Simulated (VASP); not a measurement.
```
CELL_PARAMETERS angstrom
      2.55394     0.00000     0.00000
     -1.27697     2.21178     0.00000
      0.00000     0.00000     4.22685
ATOMIC_POSITIONS crystal
  B  0.66667 0.33333 0.99972
  B  0.33333 0.66667 0.49972
  N  0.66667 0.33333 0.62528
  N  0.33333 0.66667 0.12528
```

Computed with HSE06 screened hybrid, VASP's PBE PAW potentials (set 64) (plane waves; VASP). Run with 500 eV cut-off, 8×8×4 Γ-centred mesh, Gaussian smearing of 0.050 eV, potentials B N.

Question: Give the stress tensor in GPa (positive for a compressed cell).

Answer: 
```
-8.41   0.00   0.00
 0.00  -8.41   0.00
 0.00   0.00  -9.65
```
The pressure is its mean diagonal, -8.82 GPa.

The structure comes from a computed database's BN entry (P6_3mc); how it stands against other phases isn't given here. The cell was not relaxed at this level. The cell's shape comes from a PBE relaxation.
